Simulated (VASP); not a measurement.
## ZrN (relaxed from the zinc blende structure, space group F-43m): computed properties

Level of theory: PBEsol GGA, VASP's PBE PAW potentials (set 64) (plane waves; VASP).

- space group = F-43m (216)
- cell = a = 4.9267 Å, b = 4.9267 Å, c = 4.9267 Å, α = 90.00°, β = 90.00°, γ = 90.00°
- volume per atom = 14.95 Å³/atom
- band gap (over mesh and band path) = none (metal, semimetal or under 0.01 eV)
- density = 5.84 g/cm³

```cif
data_N4Zr4
_chemical_formula_sum 'Zr4 N4'
_space_group_name_H-M_alt 'F-43m'
_space_group_IT_number 216
_space_group_name_Hall 'F -4 2 3'
_cell_length_a 4.92675
_cell_length_b 4.92675
_cell_length_c 4.92675
_cell_angle_alpha 90.000
_cell_angle_beta 90.000
_cell_angle_gamma 90.000
loop_
_atom_site_label
_atom_site_type_symbol
_atom_site_symmetry_multiplicity
_atom_site_Wyckoff_symbol
_atom_site_fract_x
_atom_site_fract_y
_atom_site_fract_z
_atom_site_occupancy
Zr1 Zr 4 a 0.00000 0.00000 0.00000 1
N1 N 4 d 0.75000 0.75000 0.75000 1
```
(The calculation used a cell of 2 atoms; values per cell refer to that cell.)

The structure was generated: ZrN was put into the zinc blende type (F-43m), which need not be its known phase. It was relaxed first, which changed the volume by -35 %. Symmetry was kept, so distortions that lower it aren't found. The electron count is odd and the run is not spin-polarised, which forces a metal.
